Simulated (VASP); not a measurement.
Consider the following.

```
CELL_PARAMETERS angstrom
      0.00000     2.53620     2.53620
      2.53620     0.00000     2.53620
      2.53620     2.53620     0.00000
ATOMIC_POSITIONS crystal
  Hf 0.00000 0.00000 0.00000
  O  0.25000 0.25000 0.25000
  O  0.75000 0.75000 0.75000
```

The numbers are results of PBE GGA, VASP's PBE PAW potentials (set 64) (plane waves; VASP), not measurements. Run with PREC = Normal, EDIFF = 1E-5, 450 eV cut-off, 10×10×10 Γ-centred mesh, Gaussian smearing of 0.050 eV, potentials Hf_pv O.

At this cut-off the stress carries a Pulay error, which pulls relaxed volumes low.

**Question.** Give the stress tensor in GPa (positive for a compressed cell).

**Answer.** 
```
-1.21   0.00   0.00
 0.00  -1.21   0.00
 0.00   0.00  -1.21
```
The pressure is its mean diagonal, -1.21 GPa.

The compound is HfO2 in the fluorite structure, the high-temperature cubic form, which is unstable at 0 K; the monoclinic form is the stable one. It was relaxed first.
